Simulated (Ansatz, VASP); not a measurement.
# Two plane-wave programs on ZrPbO4

Contents of INCAR:

```
PREC     = Accurate       # precision mode
ENCUT    = 520            # plane-wave cutoff, eV
EDIFF    = 1E-7           # SCF threshold, eV
ISMEAR   = 0              # smearing method
SIGMA    = 0.1            # smearing width, eV
LREAL    = F              # projectors in reciprocal space
LASPH    = T              # aspherical terms in the spheres
NELM     = 60             # most SCF steps
ALGO     = Normal         # electronic algorithm
ISIF     = 2              # what is computed and relaxed
LWAVE    = F              # write WAVECAR
LCHARG   = F              # write CHGCAR
GGA      = PE             # functional
NBANDS   = 34             # bands
```

KPOINTS

```
regular mesh
0
Gamma
  4 4 4
```

The input POSCAR:

```
ZrPbO4
1.0
    3.7554252200      0.0000000000      0.0000000000
    0.0000000000      3.7554252200      0.0000000000
    0.0000000000      0.0000000000      5.3965479700
Zr Pb O
1 1 4
Direct
    0.5000000000      0.5000000000      0.5000000000
    0.0000000000      0.0000000000      0.0000000000
    0.5000000000      0.0000000000      0.7631459800
    0.0000000000      0.5000000000      0.2368540200
    0.5000000000      0.0000000000      0.2368540200
    0.0000000000      0.5000000000      0.7631459800
```

Input for Ansatz:

```yaml
crystal:
  lattice:
    - [3.75542522, 0.0, 0.0]
    - [0.0, 3.75542522, 0.0]
    - [0.0, 0.0, 5.39654797]
  atoms:
    - { symbol: Zr, position: [0.5, 0.5, 0.5] }
    - { symbol: Pb, position: [0.0, 0.0, 0.0] }
    - { symbol: O, position: [0.5, 0.0, 0.76314598] }
    - { symbol: O, position: [0.0, 0.5, 0.23685402] }
    - { symbol: O, position: [0.5, 0.0, 0.23685402] }
    - { symbol: O, position: [0.0, 0.5, 0.76314598] }
basis:
  ecutwfc: 420
kpoints:
  mp_grid: { grid: [4, 4, 4] }
hamiltonian:
  xc: pbe
scf:
  occupations: { method: gaussian, width: 0.1 }
  lower_state_search: "off"
output:
  forces: true
  stress: true
  eigenvalues: true
```

Change from the starting cell: species swapped into the CePrO4 type (P4/mmm, No. 123).

Alike in both runs: task single point; functional PBE; k mesh 4 × 4 × 4; occupations gaussian, width 0.1 eV; no spin polarisation.

```csv
,VASP,Ansatz
version,VASP 6.6.1,Ansatz 0.2.0
potentials or method,"VASP PAW PBE potentials, release 64 (Zr_sv, Pb_d, O)","scalar-relativistic, plane waves, PAW"
plane-wave cutoff (eV),520,420
valence electrons in the cell,50,50
```

Ansatz gave:

| Item | Value |
| --- | --- |
| gap on the k mesh at the Fermi level (eV) | none |
| pressure (GPa) | -7.8 |
| largest component of the traceless stress (GPa) | 3.72 |
| rms of the force components (eV/Å) | 1.115 |

Problem. Which values does VASP return?

Solution. gap on the k mesh at the Fermi level (eV): none; pressure (GPa): -7.5; largest component of the traceless stress (GPa): 3.72; rms of the force components (eV/Å): 1.118.

Atom by atom the forces differ by 0.004 eV/Å (rms over components). A gap of «none» marks a metal or a gap that the smearing closes. The functional is the same, so the differences come from potentials, cutoffs and numerics.

Caveats: the k mesh is coarse (spacing up to 0.42 Å⁻¹), so the values aren't converged; forces of over 1 eV/Å show positions far from the minimum, so gaps and moduli don't describe the material at rest. The runs have no spin-orbit coupling, so splittings on Pb are missing.
